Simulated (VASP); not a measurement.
Here is a VASP 6.6.1 calculation.

Contents of INCAR:

```
SYSTEM = CeH3S3
  PREC = Accurate
  ENCUT = 520
  EDIFF = 1E-6
  ISMEAR = 0
  SIGMA = 0.01
  LREAL = .FALSE.
  LASPH = .TRUE.
  NELM = 150
  ALGO = Normal
  ISIF = 2
  LWAVE = .FALSE.
  LCHARG = .FALSE.
  ISPIN = 2
  MAGMOM = 1 0 0 0 0 0 0
  LORBIT = 11
  LMAXMIX = 6
  LDAU = .TRUE.
  LDAUTYPE = 2
  LDAUL = 3 -1 -1
  LDAUU = 5 0 0
  LDAUJ = 0 0 0
  LDAUPRINT = 1
  GGA = PE
  NBANDS = 30
```

KPOINTS

```
regular mesh
0
G
  1 1 1
  0 0 0
```

The input POSCAR:

```
CeH3S3
1.0
   14.1800000000      0.0000000000      0.0000000000
    0.0000000000     14.4800000000      0.0000000000
    0.0000000000      0.0000000000      9.5400000000
Ce S H
1 3 3
Direct
    0.4769464000      0.4826464100      0.4716981100
    0.6631142500      0.5106208600      0.5145901500
    0.3591234100      0.6265455800      0.5145901500
    0.4086015500      0.3107734800      0.5145901500
    0.6830028200      0.4186788700      0.5287976900
    0.4304880100      0.6893832900      0.5287976900
    0.3173483800      0.3398777600      0.5287976900
```

Potentials or basis: VASP PAW PBE potentials, release 64 (Ce, S, H).

Command:

```sh
$ cat potpaw_PBE.64/Ce/POTCAR potpaw_PBE.64/S/POTCAR potpaw_PBE.64/H/POTCAR > POTCAR
$ mpirun -np 1 vasp_gam > vasp.out
```

Question: Estimate the gap between the frontier levels.

Answer: 3.02 eV.

Question: Estimate the net moment.

Answer: 1.00 μB per cell.

Question: Predict the largest force.

Answer: 0.336 eV/Å.

Eigenvalues of the final occupation matrices:
| site | spin | trace | eigenvalues |
| --- | --- | --- | --- |
| site 1 f | 1 | 1.03 | 0.00 0.01 0.01 0.01 0.01 0.01 0.99 |
| site 1 f | 2 | 0.05 | 0.00 0.01 0.01 0.01 0.01 0.01 0.01 |

Caveat: the magnetic or orbital state may not be the lowest; spin-orbit coupling is left out, which moves the levels of the heavy elements. The state reached can hang on the start; a lower one may exist.
